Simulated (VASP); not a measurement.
# CsBa3 under changes of volume

One of the cells (72.594 Å³/atom); the others are scaled copies at fixed shape and fractional positions:

```
Ba Cs
1.0
     0.00000    5.25586    5.25586
     5.25586    0.00000    5.25586
     5.25586    5.25586    0.00000
Ba Cs
3 1
Direct
  0.50000 0.50000 0.50000
  0.75000 0.75000 0.75000
  0.25000 0.25000 0.25000
  0.00000 0.00000 0.00000
```

The cell comes from a database or a generator and needn't be the stable form of this composition.

```yaml
Program: VASP 6.6.1
Functional: PBE
Potentials_or_basis: VASP PAW PBE potentials, release 64 (Ba_sv, Cs_sv)
Cutoff: 520 eV
k_mesh: 5 × 5 × 5
Occupations: fermi-dirac, width 0.05 eV
Spin: no spin polarisation
```

```csv
volume (Å³/atom),energy over the lowest point (meV/atom),pressure (GPa)
66.901,?,?
68.324,3.28,0.3
69.747,1.00,0.2
72.594,0.00,-0.1
74.018,1.08,-0.2
75.441,3.11,-0.3
```

Question: What does the run at 66.901 Å³/atom give?

Answer: Energy over the lowest point 6.89 meV/atom; pressure 0.5 GPa.

Worked out: A Birch-Murnaghan fit of order 3 (a polynomial in V^(-2/3)) to the other rows has its minimum at 71.80 Å³/atom with B0 = V·E''(V) = 6.1 GPa and B' = 3.3. It gives 6.89 meV/atom at 66.901 Å³/atom, against the run's 6.89, and -dE/dV = 0.5 GPa, against 0.5.

Energies are extrapolated to zero smearing.
